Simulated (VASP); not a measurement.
Crystal: Re.

```
Re
1.0
     2.76100    0.00000    0.00000
    -1.38050    2.39110    0.00000
     0.00000    0.00000    4.45600
Re
2
Direct
  0.33333 0.66667 0.25000
  0.66667 0.33333 0.75000
```

```yaml
Program: VASP 6.6.1
Task: relaxation of cell and atoms
Functional: LDA
Potentials_or_basis: VASP PAW LDA potentials, release 64 (Re)
Cutoff: 600 eV
k_mesh: 18 × 18 × 10
Occupations: gaussian, width 0.1 eV
Spin: no spin polarisation
```

At the start: pressure -8.6 GPa; volume 14.71 Å³/atom.

Where does the relaxation end?

Over 10 steps the energy falls by 8.8 meV/atom and the volume is 14.39 Å³/atom (-2.2 %); space group P6_3/mmc (No. 194, to 0.05 Å).

Step by step:
| step | energy change (eV) | largest force (eV/Å) | pressure (GPa) | volume (Å³) |
| --- | --- | --- | --- | --- |
| 1 | 0.0000 | 0.0000 | -8.63 | 29.42 |
| 2 | 0.3434 | 0.0000 | 48.32 | 26.17 |
| 3 | -0.0176 | 0.0000 | -0.40 | 28.81 |
| 4 | -0.0176 | 0.0000 | -0.05 | 28.78 |
| 5 | -0.0176 | 0.0000 | 0.13 | 28.77 |
| 6 | -0.0176 | 0.0000 | -0.44 | 28.81 |
| 7 | -0.0176 | 0.0000 | -0.03 | 28.78 |
| 8 | -0.0176 | 0.0000 | -0.03 | 28.78 |
| 9 | -0.0176 | 0.0000 | 0.03 | 28.78 |
| 10 | -0.0176 | 0.0000 | 0.01 | 28.78 |

Final structure:
```
CELL_PARAMETERS angstrom
2.74146 0.00000 0.00000
-1.37073 2.37417 0.00000
0.00000 0.00000 4.42135
ATOMIC_POSITIONS crystal
Re 0.33333 0.66667 0.25000
Re 0.66667 0.33333 0.75000
```
